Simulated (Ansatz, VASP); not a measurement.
## Cross-check of Si (Si strained to the junction's net) between VASP and Ansatz

Aim: how closely do two programs agree when they are given the same cell, functional and k mesh? The structure shown is the start of the Ansatz relaxation below; VASP solves that cell, so the two are compared at the walk's first step.

Calculated with Ansatz 0.2.0; plane waves, with VASP 6.6.1 beside it; single point at PBE with D3(BJ).

### Step 1. The starting structure

The structure is trigonal, space group R-3m (No. 166). Conventional cell: a = 3.840 Å, b = 3.840 Å, c = 9.522 Å, α = 90.00°, β = 90.00°, γ = 120.00°. Nearest to Si lie 4 Si at 2.35 to 2.38 Å.

### Step 2. Ansatz: relaxation, PBE with D3(BJ)

Ansatz runs on its default PAW (the set named soft_2) files.

The two programs are compared at the cell with which this relaxation starts, whose forces are those of its first step.

Input file input.yaml:

```yaml
crystal:
  lattice:
    - [3.84, 0.0, 0.0]
    - [-1.92, 3.3255375505, 0.0]
    - [0.0, 0.0, 9.522112031]
  atoms:
    - { symbol: Si, position: [0.0, 0.0, 0.0] }
    - { symbol: Si, position: [0.0, 0.0, 0.25] }
    - { symbol: Si, position: [0.3333333333, 0.6666666667, 0.3333333333] }
    - { symbol: Si, position: [0.3333333333, 0.6666666667, 0.5833333333] }
    - { symbol: Si, position: [0.6666666667, 0.3333333333, 0.6666666667] }
    - { symbol: Si, position: [0.6666666667, 0.3333333333, 0.9166666667] }
kpoints:
  mp_grid: { grid: [12, 12, 3] }
scf:
  occupations: { method: fermi_dirac, width: 0.1 }
  max_iter: 150
hamiltonian:
  xc: pbe
  dispersion: d3bj
relax:
  f_tol: 0.01
  max_steps: 40
  cell: { fix: [a, b, angles] }
```

Run with:

```console
> ansatz run input.yaml --threads 4 --pin off --max-ram 16384MiB --backend cpu --events-out ev --progress --plain --runs-dir out
```

Numbers of over 12 decimals in the logs are rounded to 6 here.

The program printed:

```text
Engine: ansatz 0.2.0, aarch64-unknown-linux-gnu
Pseudopotentials: kind: paw
Pseudopotential: Si, paw, valence charge 4, recommended cutoff 420 eV (normal), Si.paw.azcp
Functional definition: PBE
  parameter kappa = 0.804
  parameter beta = 0.066725
  exchange = pbe_x(kappa = kappa, mu = beta*pi^2/3)
  correlation = pbe_c(beta = beta)
Crystal: 6 atoms, lattice volume = 121.598 Å³
Basis set: ecut = 420 eV, 2359 PW (Γ), exchange–correlation on 54×54×128 points (8 copies of the dense FFT grid, shifted against one another)
Bands: 18, of which v1, the nominal top of the filled ones, is band 12 counted from 1 (11 counted from 0)
Symmetry: 36 space group operations
Space group: R-3m (ITA 166), of the structure as read, at distance tolerance 5.0e-5 Å
k-points: 50 of 432
Non-local potential: Si, projectors of the file, l = 0: 2, l = 1: 2, l = 2: 2
PAW form: soft (Blöchl's): semilocal exchange-correlation on the pseudo side does not see the compensation charge
PAW one-centre angular grid: Si, 110 points (default); XC on 64 Gauss nodes
Initial density: superposition of atomic densities (neutral atoms: chi_scale 0, normalization atom), corrected by the library's trained network
Initial wavefunctions: pseudopotential atomic-orbital guess
Functional: x = pbe(κ = 0.804, μ = 0.219515), c = pbe(β = 0.066725)
SCF iter   1: F=—  HF=-3816.712209 eV  |F-HF|=—  |Δ(HF+E_count)|=         —  Δρ=1.21e-3  dr2=1.07e-3  ethr=1.77e-3  ⟨swp⟩=6.6  Hψ=5628  notcnv=0
preconditioner: auto → Resta (q_TF=auto, 2.082 Å⁻¹)  ε∞=5.4  [insulator: Δε(μ)=0.678 eV  Ē_g=7.863 eV  σ=0.100 eV  W_gap=0.93  n_scr=24 (ndim 8)  ℏωp=16.5 eV  f_vac=0.000  D(μ)=0.04/eV (n_scr^D=0)  ε∞_Penn≈5.4]
SCF iter   2: F=—  HF=-3816.713128 eV  |F-HF|=—  |Δ(HF+E_count)|=   9.20e-4  Δρ=6.53e-4  dr2=3.26e-4  ethr=4.47e-6  ⟨swp⟩=2.2  Hψ=1804  notcnv=0
SCF iter   3: F=—  HF=-3816.713293 eV  |F-HF|=—  |Δ(HF+E_count)|=   1.64e-4  Δρ=7.61e-5  dr2=8.09e-6  ethr=1.36e-6  ⟨swp⟩=2.0  Hψ=1500  notcnv=0
SCF iter   4: F=—  HF=-3816.713299 eV  |F-HF|=—  |Δ(HF+E_count)|=   5.86e-6  Δρ=2.06e-5  dr2=9.05e-7  ethr=3.37e-8  ⟨swp⟩=2.0  Hψ=1497  notcnv=0
iter 5 did not close the SCF: its close was put off for the readings that it lacked (scf_convergence_deferred on its scf_iter line)
SCF iter   5: F=-3816.713299 eV  HF=-3816.713299 eV  |F-HF|=2.29e-8  |Δ(HF+E_count)|=   5.80e-7  Δρ=4.09e-6  dr2=1.22e-8  ethr=3.77e-9  ⟨swp⟩=2.0  Hψ=1488  notcnv=0
SCF iter   6: F=-3816.713299 eV  HF=-3816.713299 eV  |F-HF|=8.82e-11  |Δ(HF+E_count)|=   2.68e-8  Δρ=1.40e-6  dr2=1.58e-9  ethr=5.09e-11  ⟨swp⟩=2.0  Hψ=3055  notcnv=0
SCF 1 converged in 6 iterations: F = -3816.713299 eV  dr2 = 1.58e-9
  greatest PAW one-centre occupation: 0.634 electrons in one spin orbital (limit 2), on the Si atom at site 5 (counted from 0), in its partial waves of l = 0
relax step   1: F+E_penalty+E_count = -3816.71329939 eV  Δ(F+E_penalty+E_count) = +0.000e0 eV  max|allowed force component| = 1.276e-1 eV/Å  Δτ_max = 0.0000 Å  P = -1.505 GPa  Ω = 121.598 Å³  fix = [a, b, alpha, beta, gamma]  reactions: a -0.683, b -0.683 GPa  (6 SCF iters, dr2 threshold 1.00e-7 eV, accepted)
[...]
relax step   2: F+E_penalty+E_count = -3816.73010682 eV  Δ(F+E_penalty+E_count) = -1.681e-2 eV  max|allowed force component| = 8.253e-2 eV/Å  Δτ_max = 0.0039 Å  P = -0.310 GPa  Ω = 119.918 Å³  energy of the carried Pulay correction = +2.347e-4 eV  fix = [a, b, alpha, beta, gamma]  reactions: a -0.244, b -0.244 GPa  (5 SCF iters, dr2 threshold 6.00e-7 eV, accepted)
[...]
relax step   3: F+E_penalty+E_count = -3816.73093496 eV  Δ(F+E_penalty+E_count) = -8.281e-4 eV  max|allowed force component| = 4.788e-3 eV/Å  Δτ_max = 0.0025 Å  P = -0.219 GPa  Ω = 119.797 Å³  energy of the carried Pulay correction = +2.517e-4 eV  fix = [a, b, alpha, beta, gamma]  reactions: a -0.339, b -0.339 GPa  (3 SCF iters, dr2 threshold 4.86e-7 eV, accepted)
[...]
relax step   4: F+E_penalty+E_count = -3816.73071993 eV  Δ(F+E_penalty+E_count) = +2.150e-4 eV  max|allowed force component| = 4.797e-3 eV/Å  Δτ_max = 0.0000 Å  P = -0.222 GPa  Ω = 119.797 Å³  fix = [a, b, alpha, beta, gamma]  reactions: a -0.341, b -0.341 GPa  stress off target by 1.51e-2 GPa on what of the cell is left free  SCF on the basis re-selected at this cell (its energy is not comparable with the rows above)  (5 SCF iters)
basis re-selected at this cell: Δ(F+E_penalty+E_count) = +2.150e-4 eV, ΔP = -0.004 GPa vs the last step (what re-selecting the basis moved, of the pressure what is left beyond the Pulay correction that the steps carried, after the strain that the cell walked since its last selection, with what the two solves' SCF thresholds leave and, on support functions, any second-order correction that the steps lacked; it is no m [...]
SCF converged after 5 iterations
Free energy (F): -3816.730720 eV
Harris-Foulkes:  -3816.730720 eV  (|F-HF|=3.64e-12)
Internal energy: -3816.728101 eV  (E = F + TS)
E sigma→0 (E₀):  -3816.729410 eV
Entropy (-TS):   -0.002619 eV (-0.437 meV/atom)
Fermi energy:    6.556133 eV
--- Per-component energies (eV) ---
  E_band       = 28.460485
  E_kinetic    = 242.799475
  E_local      = -163.947612  (includes V_loc(G=0)·N_el)
  E_nonlocal   = 156.192844
  E_hartree    = 44.630922
  E_xc         = -331.430305
  E_vxc        = -280.853195  (∫ρ·V_xc dr)
  E_paw        = -3076.865197  (= ΣΔE_a)
  E_vpaw       = -14.992899  (= ΣTr[D̂ρ^β])
  E_aug_tail   = 0.000036  (compensation charges beyond the density's cutoff)
  E_ewald      = -686.217801
  E_disp       = -1.890463  (pairwise vdW)
  E_smearing   = -0.002619  (= −TS)
  E_closure    = 0.000000  (closes the sum)
  Σ components = -3816.730720   (vs F -3816.730720, Δ=0.00e0)
--- Forces (eV/Å), atoms counted from 1 ---
  atom   1  Si     0.00000000     0.00000000     0.00479718
  atom   2  Si     0.00000000    -0.00000000    -0.00479718
  atom   3  Si     0.00000000     0.00000000     0.00479718
  atom   4  Si     0.00000000    -0.00000000    -0.00479718
  atom   5  Si    -0.00000000     0.00000000     0.00479718
  atom   6  Si     0.00000000    -0.00000000    -0.00479718
  max |Σ_I F_I| component: 4.93e-17 eV/Å
--- Stress (GPa, compression-positive) ---
       -0.340967       0.000000      -0.000000
       -0.000000      -0.340967       0.000000
        0.000000       0.000000       0.015068
  P = ⅓ Tr σ = -0.2223 GPa (-2.223 kbar)
--- Relaxed structure (3 steps of the walk, 3 accepted, 1 SCFs on fresh bases) ---
  F+E_penalty+E_count = -3816.73071993 eV   max|allowed force component| = 4.797e-3 eV/Å   (the final SCF, on the basis selected at the relaxed cell)
  cell:  # Å, volume = 119.7974 Å³
    - [3.840000, 0, 0]
    - [-1.920000, 3.325538, 0]
    - [0, 0, 9.381112]
  atoms:
    - { symbol: Si, position: [0, 0, -0.000142943] }
    - { symbol: Si, position: [0, 0, 0.250143] }
    - { symbol: Si, position: [0.333333, 0.666667, 0.333190] }
    - { symbol: Si, position: [0.333333, 0.666667, 0.583476] }
    - { symbol: Si, position: [0.666667, 0.333333, 0.666524] }
    - { symbol: Si, position: [0.666667, 0.333333, 0.916810] }
```

### Step 3. VASP: single point, PBE with D3(BJ), start cell

The same cell, functional, mesh and smearing now go to VASP, with its own data sets.

Lines of VASP's logs that name or quote its potential files are left out, and so is its time.

Input file INCAR:

```
SYSTEM = Si
PREC = Accurate
ENCUT = 400
EDIFF = 1E-06
NELM = 120
ISMEAR = -1
SIGMA = 0.1
LREAL = .FALSE.
ALGO = Normal
GGA = PE
IVDW = 12
NBANDS = 18
LORBIT = 11
LWAVE = .FALSE.
LCHARG = .FALSE.
ISIF = 2
LASPH = .TRUE.
GGA_COMPAT = .FALSE.
EFERMI = MIDGAP
KPAR = 2
```

Input file POSCAR:

```
Si
1.0
    3.8400000000      0.0000000000      0.0000000000
   -1.9200000000      3.3255380000      0.0000000000
    0.0000000000      0.0000000000      9.5221120000
Si
6
Direct
    0.0000000000      0.0000000000      0.0000000000
    0.0000000000      0.0000000000      0.2500000000
    0.3333332832      0.6666665664      0.3333332983
    0.3333332832      0.6666665664      0.5833332983
    0.6666667168      0.3333334336      0.6666667017
    0.6666667168      0.3333334336      0.9166667017
```

Input file KPOINTS:

```
Automatic mesh
0
Gamma
12 12 3
0 0 0
```

PAW data sets: Si (PBE family, release 64).

Run with:

```console
> mpirun -np 2 vasp_std
```

The program printed:

```text
[banner, memory and clock lines left out]
running    2 mpi-ranks, on    1 nodes
 distrk:  each k-point on    1 cores,    2 groups
 distr:  one band on    1 cores,    1 groups

 POSCAR found type information on POSCAR Si
 POSCAR found :  1 types and       6 ions
 LDA part: xc-table for (Slater+PW92), standard interpolation
 POSCAR, INCAR and KPOINTS ok, starting setup
 FFT: planning ... GRIDC
 FFT: planning ... GRID_SOFT
 FFT: planning ... GRID
 WAVECAR not read
 entering main loop
       N       E                     dE             d eps       ncg     rms          rms(c)
DAV:   1     0.391898517435E+02    0.39190E+02   -0.80298E+03  1800   0.872E+02
DAV:   2    -0.302192148296E+02   -0.69409E+02   -0.67478E+02  2342   0.136E+02
DAV:   3    -0.330243510856E+02   -0.28051E+01   -0.27910E+01  2334   0.271E+01
DAV:   4    -0.330584950552E+02   -0.34144E-01   -0.34103E-01  2454   0.361E+00
DAV:   5    -0.330590583890E+02   -0.56333E-03   -0.56316E-03  2450   0.419E-01    0.832E+00
DAV:   6    -0.326993649781E+02    0.35969E+00   -0.19144E-01  2112   0.196E+00    0.509E+00
DAV:   7    -0.325357050081E+02    0.16366E+00   -0.40877E-01  2086   0.300E+00    0.296E-01
DAV:   8    -0.325379879288E+02   -0.22829E-02   -0.20715E-02  2142   0.759E-01    0.118E-01
DAV:   9    -0.325386725716E+02   -0.68464E-03   -0.87168E-04  2466   0.181E-01    0.929E-02
DAV:  10    -0.325388424709E+02   -0.16990E-03   -0.21790E-04  2048   0.795E-02    0.174E-02
DAV:  11    -0.325388424093E+02    0.61532E-07   -0.48904E-06  2592   0.125E-02
   1 F= -.34401412E+02 E0= -.34400229E+02  d E =-.236629E-02
```

From OUTCAR (step 3):

```text
ion  position               nearest neighbor table
   1  0.000  0.000  0.000-   6 2.35   6 2.35   6 2.35   2 2.38
   2  0.000  0.000  0.250-   3 2.35   3 2.35   3 2.35   1 2.38
   3  0.333  0.667  0.333-   2 2.35   2 2.35   2 2.35   4 2.38
   4  0.333  0.667  0.583-   5 2.35   5 2.35   5 2.35   3 2.38
   5  0.667  0.333  0.667-   4 2.35   4 2.35   4 2.35   6 2.38
   6  0.667  0.333  0.917-   1 2.35   1 2.35   1 2.35   5 2.38

  LATTYP: Found a hexagonal cell.
 ALAT       =     3.8400000000
 C/A-ratio  =     2.4797166667

 Subroutine GETGRP returns: Found 12 space group operations
 (whereof  6 operations were pure point group operations)

The static configuration has the point symmetry C_3v.
 The point group associated with its full space group is D_3d.

 Found     50 irreducible k-points:

   k-points           NKPTS =     50   k-points in BZ     NKDIM =     50   number of bands    NBANDS=     18

   dimension x,y,z NGX =    28 NGY =   28 NGZ =   64
   dimension x,y,z NGXF=    56 NGYF=   56 NGZF=  128

   ENCUT  =  400.0 eV  29.40 Ry    5.42 a.u.   6.26  6.26 15.53*2*pi/ulx,y,z

   NELECT =      24.0000    total number of electrons

 k-points in reciprocal lattice and weights: Automatic mesh
   0.00000000  0.00000000  0.00000000       0.002
   0.08333333  0.00000000  0.00000000       0.014
   0.16666667 -0.00000000  0.00000000       0.014
   0.25000000  0.00000000  0.00000000       0.014
   0.33333333  0.00000000  0.00000000       0.014
   0.41666667  0.00000000  0.00000000       0.014
   0.50000000  0.00000000  0.00000000       0.007
   0.08333333  0.08333333  0.00000000       0.014
   0.16666667  0.08333333  0.00000000       0.028
[...]
-0.25000000 -0.41666667  0.33333333       0.028
   0.33333333  0.33333333  0.33333333       0.009

 average (electrostatic) potential at core
       1 -83.3864       2 -83.3864       3 -83.3863       4 -83.3863       5 -83.3863
       6 -83.3863

 E-fermi :   6.0137

 k-point     1 :       0.0000    0.0000    0.0000
  band No.  band energies     occupation
    ...
      8       4.7655      1.99999
      9       4.7655      1.99999
     10       5.6825      1.92968
     11       5.7122      1.90648
     12       5.7122      1.90648
     13       7.5322      0.00000
     14       7.5322      0.00000
     15       8.1168      0.00000
     16       8.3254      0.00000
     17       8.3254      0.00000
    ...

 k-point     2 :       0.0833    0.0000    0.0000
  band No.  band energies     occupation
    ...
      8       4.4130      2.00000
      9       4.8585      1.99998
     10       4.9899      1.99993
     11       5.4976      1.98859
     12       5.5813      1.97385
     13       7.9966      0.00000
     14       8.0432      0.00000
     15       8.1999      0.00000
     16       8.3464      0.00000
     17       8.6183      0.00000
    ...

 k-point     3 :       0.1667   -0.0000    0.0000
  band No.  band energies     occupation
    ...
      8       3.6632      2.00000
      9       3.9598      2.00000
     10       4.6877      2.00000
     11       5.0569      1.99986
     12       5.2780      1.99872
     13       7.7601      0.00000
     14       8.2161      0.00000
     15       8.4130      0.00000
     16       8.4290      0.00000
     17       9.2407      0.00000
    ...

 Edisp (eV)   -1.86257

  Total      -0.57721    -0.57721    -2.45261    -0.00000    -0.00000     0.00000
  in kB      -7.60528    -7.60528   -32.31567    -0.00000    -0.00000     0.00000
  external pressure =      -15.84 kB  Pullay stress =        0.00 kB

  energy-cutoff  :      400.00
  volume of cell :      121.60
      direct lattice vectors                 reciprocal lattice vectors
     3.840000000  0.000000000  0.000000000     0.260416667  0.150351612  0.000000000
    -1.920000000  3.325538000  0.000000000     0.000000000  0.300703225  0.000000000
     0.000000000  0.000000000  9.522112000     0.000000000  0.000000000  0.105018719

 POSITION                                       TOTAL-FORCE (eV/Angst)
 -----------------------------------------------------------------------------------
      0.00000      0.00000      0.00000         0.000000      0.000000      0.126663
      0.00000      0.00000      2.38053        -0.000000      0.000000     -0.126663
      0.00000      2.21702      3.17404         0.000000      0.000000      0.126663
      0.00000      2.21702      5.55456        -0.000000     -0.000000     -0.126663
      1.92000      1.10851      6.34808         0.000000     -0.000000      0.126663
      1.92000      1.10851      8.72860        -0.000000      0.000000     -0.126663
 -----------------------------------------------------------------------------------
    total drift:                               -0.000000      0.000000      0.000000

  FREE ENERGIE OF THE ION-ELECTRON SYSTEM (eV)
  ---------------------------------------------------
  free  energy   TOTEN  =       -34.4014118273 eV

  energy  without entropy=      -34.3990455359  energy(sigma->0) =      -34.40022868

 total charge
# of ion       s       p       d       tot
------------------------------------------
    1        0.751   0.934   0.000   1.685
    2        0.751   0.934   0.000   1.685
    3        0.751   0.934   0.000   1.685
    4        0.751   0.934   0.000   1.685
    5        0.751   0.934   0.000   1.685
    6        0.751   0.934   0.000   1.685
--------------------------------------------------
tot          4.507   5.602   0.000  10.109

[... 3 further parts left out ...]
```

The run ends at a pressure of -1.58 GPa, with forces up to 0.13 eV/Å.

### Step 4. Comparison

Known differences besides the potentials themselves: the cutoff is 420 eV in Ansatz and 400 eV in VASP. Total energies have different zeros and are not compared.

Forces (eV/Å; atoms numbered as in POSCAR):

```csv
atom,"Ansatz x, y, z","VASP x, y, z"
Si1,"0.000, 0.000, 0.128","0.000, 0.000, 0.127"
Si2,"0.000, 0.000, -0.128","0.000, 0.000, -0.127"
Si3,"0.000, 0.000, 0.128","0.000, 0.000, 0.127"
Si4,"0.000, 0.000, -0.128","0.000, 0.000, -0.127"
Si5,"0.000, 0.000, 0.128","0.000, 0.000, 0.127"
Si6,"0.000, 0.000, -0.128","0.000, 0.000, -0.127"
```

The forces differ by 0.5 meV/Å r.m.s., which is 0.7 % of the r.m.s. force of 0.073 eV/Å (both taken over all components).

### Step 5. Outcome

```json
{
 "r.m.s. force difference (single point, PBE with D3(BJ), start cell)": "0.52 meV/Å"
}
```

The r.m.s. force difference is 0.52 meV/Å (single point, PBE with D3(BJ), start cell), within the 12 meV/Å picked in this series as the mark of a large difference. 1 further run of this series is not shown here. How closely two codes agree says nothing of how well the functional describes the real material.

[Lines on the potential files, build, host, timing and source positions are cut from VASP's logs without a mark.]

[Logs are printed without paths, hosts, clocks, repeated set-up lines and the standing remarks that a program may print on its own settings, such as how far it seeks lower states.]

[Hosts, paths, dates, database ids (printed as entryN), source tags and the programs' standing remarks are cut or masked in the printed files.]
